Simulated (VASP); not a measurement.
An input for Quantum ESPRESSO's pw.x (written as the equivalent of a VASP run, and not itself run):

```
&CONTROL
  calculation = 'scf'
  pseudo_dir = './pseudo'
  outdir = './out'
  tprnfor = .true.
  tstress = .true.
/
&SYSTEM
  ibrav = 0
  nat = 2
  ntyp = 1
  ecutwfc = 88
  occupations = 'tetrahedra'
  input_dft = 'pz'
/
&ELECTRONS
  conv_thr = 7.3e-09
  electron_maxstep = 100
/
ATOMIC_SPECIES
  Ru 101.070 Ru.upf
CELL_PARAMETERS angstrom
     1.3394381   -2.3199749    0.0000000
     1.3394381    2.3199749    0.0000000
     0.0000000    0.0000000    4.2244985
ATOMIC_POSITIONS crystal
  Ru   0.3333330  0.6666670  0.2500000
  Ru   0.6666670  0.3333330  0.7500000
K_POINTS automatic
  17 17 10 0 0 0
```

### Question
Translate this input to VASP (INCAR, KPOINTS, POSCAR, choice of POTCAR).

### Answer
One answer among several that fit: 
### POSCAR
```
Ru
2.6788760
  0.5000000215  -0.8660254971   0.0000000000
  0.5000000215   0.8660254971   0.0000000000
  0.0000000000   0.0000000000   1.5769667842
Ru
2
direct
  0.3333330000   0.6666670000   0.2500000000
  0.6666670000   0.3333330000   0.7500000000
```

**INCAR**
```
SYSTEM = Ru
PREC = Accurate; ENCUT = 520; LREAL = .FALSE.
LASPH = .TRUE.
EDIFF = 1E-7; NELM = 100; ALGO = Normal
LMAXMIX = 4
ISMEAR = -5
ISIF = 2
LWAVE = .FALSE.; LCHARG = .TRUE.; LORBIT = 11
NEDOS = 601
```

**KPOINTS**
```
kpoints
0
gamma
  17 17 10
0 0 0
```

POTCAR, in this order: Ru_pv (LDA.64 set). Program: vasp_std.

Limits of the translation: the potentials are each code's own (VASP's PAW set, PseudoDojo norm-conserving files in pw.x), so ENCUT and ecutwfc are chosen apart and not converted; conv_thr bounds pw.x's estimated SCF error, while EDIFF bounds the energy change between steps.

The compound is Ru in the hcp structure. It was relaxed first.
